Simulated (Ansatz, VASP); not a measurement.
## ZnPS3 (ZnPS3 monolayer (from C2/m)): VASP beside Ansatz

Wanted: the spread between two codes on one cell, functional and k mesh. The structure shown is the start of the Ansatz relaxation below; VASP solves that cell, so the two are compared at the walk's first step.

Main program and level: Ansatz 0.2.0; plane waves, with VASP 6.6.1 beside it; single point at PBEsol.

## Step 1: Starting point

The cell holds 10 atoms: 2 Zn, 2 P and 6 S. Cell: a = 6.010 Å, b = 6.010 Å, c = 30.268 Å, α = 90.0°, β = 90.0°, γ = 120.0°. Vacuum lies along c. The height across the vacuum is the one that the program set for its solve, not the one typed.

## Step 2: Ansatz: relaxation, PBEsol

Ansatz runs on its default PAW (the set named soft_2) files.

The two programs are compared at the cell with which this relaxation starts, whose forces are those of its first step.

input.yaml

```yaml
crystal:
  lattice:
    - [6.01046, 0.0, 0.0]
    - [-3.004907, 5.205398, 0.0]
    - [0.0, 0.0, 27.233791]
  atoms:
    - { symbol: Zn, position: [0.0, 0.0, 0.5] }
    - { symbol: Zn, position: [0.666082, 0.333918, 0.5] }
    - { symbol: P, position: [0.3328634, 0.6667814, 0.459407] }
    - { symbol: P, position: [0.3332186, 0.6671366, 0.540593] }
    - { symbol: S, position: [0.00408, 0.666914, 0.4406291] }
    - { symbol: S, position: [0.6618726, 0.9957906, 0.4406832] }
    - { symbol: S, position: [0.332996, 0.337998, 0.4406291] }
    - { symbol: S, position: [0.333086, 0.99592, 0.5593709] }
    - { symbol: S, position: [0.0042094, 0.3381274, 0.5593168] }
    - { symbol: S, position: [0.662002, 0.667004, 0.5593709] }
  periodic: [true, true, false]
basis:
  ecutwfc: 420
  xc_grid: 2
hamiltonian:
  xc: pbesol
kpoints:
  mp_grid: { grid: [7, 7, 1] }
scf:
  occupations: { method: fermi_dirac, width: 0.02 }
  max_iter: 100
relax:
  f_tol: 0.005
  max_steps: 60
  cell: {}
output:
  forces: true
checkpoint:
  write: "../cell.run"
  compress: false
  write_wavefunctions: false
  write_every: 100000
```

Started as:

```bash
> ansatz run input.yaml --threads 4 --pin off --max-ram 9420MiB --backend cpu --events-out ev --progress --plain --runs-dir out
```

Numbers of over 12 decimals in the logs are rounded to 6 here.

What it wrote:

```text
Warning: crystal.periodic: the lattice vector that does not repeat stood 0.000° off the slab's normal, 27.234 Å along it as the deck builds it. The run solves the slab on a vector along the normal, 30.268 Å long, with every atom where it was (on the deck's vector they left 24.00 Å outside them, and the widest stretch free of ions among them is 1.11 Å). A fractional position that the run reports is one of the run's ce [...]
crystal.periodic: the lattice vector that does not repeat stood 0.000° off the slab's normal, 27.234 Å along it as the deck builds it. The run solves the slab on a vector along the normal, 30.268 Å long, with every atom where it was (on the deck's vector they left 24.00 Å outside them, and the widest stretch free of ions among them is 1.11 Å). A fractional position that the run reports is one of the run's cell, which [...]
Engine: ansatz 0.2.0, aarch64-unknown-linux-gnu
Pseudopotentials: kind: paw
Pseudopotential: Zn, paw, valence charge 12, recommended cutoff 420 eV (normal), Zn.paw.azcp
Pseudopotential: P, paw, valence charge 5, recommended cutoff 420 eV (normal), P.paw.azcp
Pseudopotential: S, paw, valence charge 6, recommended cutoff 420 eV (normal), S.paw.azcp
Functional definition: PBEsol
  exchange = pbesol_x
  correlation = pbesol_c
Crystal: 10 atoms, lattice volume = 946.977 Å³
Basis set: ecut = 420 eV, 18479 PW (Γ), exchange–correlation on 90×90×432 points (8 copies of the dense FFT grid, shifted against one another)
Bands: 45, of which v1, the nominal top of the filled ones, is band 35 counted from 1 (34 counted from 0)
Symmetry: 4 space group operations
Space group: C2/m (ITA 12), of the structure as read, at distance tolerance 9.8e-5 Å
k-points: 16 of 49
Non-local potential: Zn, projectors of the file, l = 0: 2, l = 1: 2, l = 2: 3, l = 3: 1
Non-local potential: P, projectors of the file, l = 0: 2, l = 1: 2, l = 2: 2
Non-local potential: S, projectors of the file, l = 0: 2, l = 1: 2, l = 2: 2
[...]
SCF iter   1: F=—  HF=-13355.573843 eV  |F-HF|=—  |Δ(HF+E_count)|=         —  Δρ=4.54e-4  dr2=2.01e-3  ethr=2.44e-6  ⟨swp⟩=4.4  Hψ=4650  notcnv=0
preconditioner: auto → Resta (q_TF=auto, 1.777 Å⁻¹)  ε∞=2.0  [insulator: Δε(μ)=2.276 eV  Ē_g=10.074 eV  σ=0.020 eV  W_gap=1.00  n_scr=94 (ndim 8)  ℏωp=10.3 eV  f_vac=0.762  D(μ)=0.00/eV (n_scr^D=0)  ε∞_Penn≈2.0  vacuum switching on, ρ_ref=7.4e-3 e/Å³]
SCF iter   2: F=—  HF=-13355.573338 eV  |F-HF|=—  |Δ(HF+E_count)|=   5.05e-4  Δρ=2.08e-4  dr2=2.52e-4  ethr=2.44e-6  ⟨swp⟩=2.2  Hψ=1074  notcnv=0
SCF iter   3: F=—  HF=-13355.573410 eV  |F-HF|=—  |Δ(HF+E_count)|=   7.24e-5  Δρ=6.51e-5  dr2=4.00e-5  ethr=3.60e-7  ⟨swp⟩=2.4  Hψ=1332  notcnv=0
SCF iter   4: F=—  HF=-13355.573406 eV  |F-HF|=—  |Δ(HF+E_count)|=   4.34e-6  Δρ=3.25e-5  dr2=7.70e-6  ethr=5.71e-8  ⟨swp⟩=2.9  Hψ=1531  notcnv=0
SCF iter   5: F=—  HF=-13355.573404 eV  |F-HF|=—  |Δ(HF+E_count)|=   2.44e-6  Δρ=8.56e-6  dr2=5.19e-7  ethr=1.10e-8  ⟨swp⟩=2.5  Hψ=1287  notcnv=0
SCF iter   6: F=-13355.573404 eV  HF=-13355.573404 eV  |F-HF|=2.95e-8  |Δ(HF+E_count)|=   7.44e-8  Δρ=2.78e-6  dr2=9.56e-8  ethr=5.48e-10  ⟨swp⟩=6.3  Hψ=3499  notcnv=0
SCF 3 converged in 6 iterations: F = -13355.573404 eV  dr2 = 9.56e-8
relax step   3: F+E_penalty+E_count = -13355.57340372 eV  Δ(F+E_penalty+E_count) = -2.976e-3 eV  max|allowed force component| = 5.136e-2 eV/Å  Δτ_max = 0.0167 Å  P = +0.043 N/m  Ω = 915.697 Å³  energy of the carried Pulay correction = +1.365e-3 eV  fix = [c, alpha, beta]  reactions: c +0.000 N/m; alpha -0.000, beta -0.000 N/m/rad  (6 SCF iters, dr2 threshold 3.83e-7 eV, accepted)
[...]
relax step   4: F+E_penalty+E_count = -13355.57413344 eV  Δ(F+E_penalty+E_count) = -7.297e-4 eV  max|allowed force component| = 4.916e-3 eV/Å  Δτ_max = 0.0082 Å  P = +0.021 N/m  Ω = 914.460 Å³  energy of the carried Pulay correction = +1.419e-3 eV  fix = [c, alpha, beta]  reactions: c +0.000 N/m; alpha +0.000, beta +0.000 N/m/rad  (5 SCF iters, dr2 threshold 1.65e-7 eV, accepted)
[...]
relax step   5: F+E_penalty+E_count = -13355.57278731 eV  Δ(F+E_penalty+E_count) = +1.346e-3 eV  max|allowed force component| = 4.728e-3 eV/Å  Δτ_max = 0.0000 Å  P = +0.019 N/m  Ω = 914.460 Å³  fix = [c, alpha, beta]  reactions: c +0.000 N/m; alpha +0.000, beta +0.000 N/m/rad  stress off target by 2.18e-2 N/m on what of the cell is left free  SCF on the basis re-selected at this cell (its energy is not comparable with the rows above)  (7 SCF iters)
basis re-selected at this cell: Δ(F+E_penalty+E_count) = +1.346e-3 eV, ΔP = -0.002 N/m vs the last step (what re-selecting the basis moved, of the pressure what is left beyond the Pulay correction that the steps carried, after the strain that the cell walked since its last selection, with what the two solves' SCF thresholds leave and, on support functions, any second-order correction that the steps lacked; it is no measure of the basis error at this ecutwfc). The dense FFT grid was sized anew with the basis: this SCF ran on 40×40×216 points, the steps before it on 45×45×216, so part of this shift can come from that change (see relax.cell in the input reference). [rest of the remark cut]
SCF converged after 7 iterations
Free energy (F): -13355.572787 eV
Harris-Foulkes:  -13355.572787 eV  (|F-HF|=3.64e-11)
Internal energy: -13355.572787 eV  (E = F + TS)
E sigma→0 (E₀):  -13355.572787 eV
Fermi energy:    -4.930512 eV
--- Per-component energies (eV) ---
  E_band       = -842.892258
  E_kinetic    = 1049.031766
  E_local      = -93260.986467  (includes V_loc(G=0)·N_el)
  E_nonlocal   = 1475.264063
  E_hartree    = 45745.477059
  E_xc         = -970.197819
  E_vxc        = -750.666319  (∫ρ·V_xc dr)
  E_paw        = -8200.198032  (= ΣΔE_a)
  E_vpaw       = -846.488160  (= ΣTr[D̂ρ^β])
  E_aug_tail   = -0.000717  (compensation charges beyond the density's cutoff)
  E_ewald      = 40803.978761
  E_core_change = 2.058598  (= ΣΔE_core)
  E_smearing   = -0.000000  (= −TS)
  E_closure    = -0.000000  (closes the sum)
  Σ components = -13355.572787   (vs F -13355.572787, Δ=0.00e0)
--- Forces (eV/Å), atoms counted from 1 ---
  atom   1  Zn    -0.00107107     0.00061843     0.00000000
  atom   2  Zn     0.00107107    -0.00061843    -0.00000000
  atom   3  P     -0.00078096    -0.00135256     0.00021029
  atom   4  P      0.00078096     0.00135256    -0.00021029
  atom   5  S      0.00202749     0.00009284     0.00174605
  atom   6  S     -0.00218974    -0.00379247     0.00472789
  atom   7  S     -0.00093324     0.00180234     0.00174605
  atom   8  S      0.00093324    -0.00180234    -0.00174605
  atom   9  S      0.00218974     0.00379247    -0.00472789
  atom  10  S     -0.00202749    -0.00009284    -0.00174605
  max |Σ_I F_I| component: 8.67e-19 eV/Å
--- 2D stress c σ (N/m, compression-positive) ---
        0.020418      -0.002445      -0.000000
       -0.002445       0.017595      -0.000000
       -0.000000      -0.000000       0.000000
  P = ½ c Tr σ = 0.0190 N/m
--- Relaxed structure (4 steps of the walk, 4 accepted, 1 SCFs on fresh bases) ---
  F+E_penalty+E_count = -13355.57278731 eV   max|allowed force component| = 4.728e-3 eV/Å   (the final SCF, on the basis selected at the relaxed cell)
  cell:  # Å, volume = 914.4602 Å³
    - [5.906382, -2.5367167762514726e-5, 0]
    - [-2.952896, 5.115248, 0]
    - [0, 0, 30.267579]
  atoms:
    - { symbol: Zn, position: [-0.000241457, 0.000241457, 0.449884] }
    - { symbol: Zn, position: [0.666323, 0.333677, 0.449884] }
    - { symbol: P, position: [0.333133, 0.667051, 0.413658] }
    - { symbol: P, position: [0.332949, 0.666867, 0.486110] }
    - { symbol: S, position: [-0.00109341, 0.667023, 0.397105] }
    - { symbol: S, position: [0.667333, 1.001251, 0.397103] }
    - { symbol: S, position: [0.333105, 0.332825, 0.397105] }
    - { symbol: S, position: [0.332977, 1.001093, 0.502663] }
    - { symbol: S, position: [-0.00125055, 0.332667, 0.502665] }
    - { symbol: S, position: [0.667175, 0.666895, 0.502663] }
```

Reading the cycles: dr2 is the Hartree energy of the density residual (eV), the measure of convergence; HF is the Harris–Foulkes estimate of the energy, which meets the free energy F at convergence.

## Step 3: VASP: single point, PBEsol, start cell

The same cell, functional, mesh and smearing now go to VASP, with its own data sets.

Lines of VASP's logs that name or quote its potential files are left out, and so is its time.

INCAR

```
SYSTEM = ZnPS3
PREC = Accurate
ENCUT = 400
EDIFF = 1E-06
NELM = 120
ISMEAR = -1
SIGMA = 0.02
LREAL = .FALSE.
ALGO = Normal
GGA = PS
NBANDS = 45
LORBIT = 11
LWAVE = .FALSE.
LCHARG = .FALSE.
ISIF = 2
LDIPOL = .TRUE.
IDIPOL = 3
DIPOL = 0.5 0.5 0.45
LVHAR = .TRUE.
LASPH = .TRUE.
GGA_COMPAT = .FALSE.
EFERMI = MIDGAP
NELMDL = -8
KPAR = 2
```

POSCAR

```
ZnPS3
1.0
    6.0104600000      0.0000000000      0.0000000000
   -3.0049070000      5.2053980000      0.0000000000
    0.0000000000      0.0000000000     30.2675790000
Zn P S
2 2 6
Direct
    0.0000000000      0.0000000000      0.4498838510
    0.6660820443      0.3339179828      0.4498838510
    0.3328633365      0.6667812913      0.4133595885
    0.3332186117      0.6671364995      0.4864081465
    0.0040799974      0.6669140381      0.3964638533
    0.6618726212      0.9957905236      0.3965125192
    0.3329960587      0.3379979783      0.3964638533
    0.3330859856      0.9959200046      0.5033038817
    0.0042094231      0.3381274592      0.5032552158
    0.6620020469      0.6670039448      0.5033038817
```

KPOINTS

```
Automatic mesh
0
Gamma
7 7 1
0 0 0
```

Potentials, in the order of the species: Zn, P and S (PBE family, release 64).

Started as:

```bash
> mpirun -np 2 vasp_std
```

What it wrote:

```text
[banner, memory and clock lines left out]
running    2 mpi-ranks, on    1 nodes
 distrk:  each k-point on    1 cores,    2 groups
 distr:  one band on    1 cores,    1 groups

 POSCAR found type information on POSCAR ZnP S
 POSCAR found :  3 types and      10 ions
|                                                                             |
|               ----> ADVICE to this user running VASP <----                  |
|                                                                             |
|     You enforced a specific xc type in the INCAR file but a different       |
|     [... a line on the potential file left out ...]
|     I HOPE YOU KNOW WHAT YOU ARE DOING!                                     |
|                                                                             |

 LDA part: xc-table for (Slater+PW92), standard interpolation
 POSCAR, INCAR and KPOINTS ok, starting setup
 FFT: planning ... GRIDC
 FFT: planning ... GRID_SOFT
 FFT: planning ... GRID
 WAVECAR not read
 entering main loop
       N       E                     dE             d eps       ncg     rms          rms(c)
DAV:   1     0.486761884673E+03    0.48676E+03   -0.21359E+04  1592   0.934E+02
DAV:   2     0.361482687730E+02   -0.45061E+03   -0.43908E+03  2065   0.226E+02
DAV:   3    -0.434446366944E+02   -0.79593E+02   -0.79216E+02  1688   0.977E+01
DAV:   4    -0.466519964127E+02   -0.32074E+01   -0.31888E+01  1888   0.231E+01
DAV:   5    -0.467297977991E+02   -0.77801E-01   -0.77629E-01  1976   0.323E+00
DAV:   6    -0.467322387776E+02   -0.24410E-02   -0.24399E-02  1849   0.561E-01
DAV:   7    -0.467323947058E+02   -0.15593E-03   -0.15591E-03  2096   0.129E-01
DAV:   8    -0.467324021218E+02   -0.74160E-05   -0.74156E-05  1753   0.241E-02    0.223E+01
DAV:   9    -0.453120602985E+02    0.14203E+01   -0.31149E+00  2044   0.355E+01    0.150E+01
DAV:  10    -0.453143145332E+02   -0.22542E-02   -0.30338E+00  1555   0.737E+00    0.213E+00
DAV:  11    -0.452324342695E+02    0.81880E-01   -0.27492E-01  1738   0.293E+00    0.141E+00
DAV:  12    -0.452274557076E+02    0.49786E-02   -0.64324E-02  1635   0.138E+00    0.507E-01
DAV:  13    -0.452275975092E+02   -0.14180E-03   -0.30765E-03  1956   0.606E-01    0.297E-01
DAV:  14    -0.452276521289E+02   -0.54620E-04   -0.98619E-04  1875   0.216E-01    0.663E-02
[...]
DAV:  19    -0.452279323894E+02   -0.28797E-04   -0.72846E-07  1243   0.122E-02    0.402E-03
DAV:  20    -0.452280095089E+02   -0.77120E-04   -0.81364E-06  1340   0.733E-03    0.639E-03
DAV:  21    -0.452280143499E+02   -0.48410E-05   -0.27928E-07  1270   0.223E-03    0.368E-03
DAV:  22    -0.452280176188E+02   -0.32689E-05   -0.86730E-08   982   0.193E-03    0.230E-03
DAV:  23    -0.452280242094E+02   -0.65906E-05   -0.12903E-07  1138   0.174E-03    0.625E-04
DAV:  24    -0.452280259665E+02   -0.17571E-05   -0.23164E-08   977   0.122E-03    0.340E-04
DAV:  25    -0.452280294624E+02   -0.34959E-05   -0.46374E-08  1143   0.129E-03    0.229E-04
DAV:  26    -0.452280302718E+02   -0.80945E-06   -0.12840E-08   993   0.921E-04
   1 F= -.45228030E+02 E0= -.45228030E+02  d E =0.000000E+00
```

[end of part 1 of 2]

[Lines on the potential files, build, host, timing and source positions are cut from VASP's logs without a mark.]

[Logs are printed without paths, hosts, clocks, repeated set-up lines and the standing remarks that a program may print on its own settings, such as how far it seeks lower states.]

[Hosts, paths, dates, database ids (printed as entryN), source tags and the programs' standing remarks are cut or masked in the printed files.]
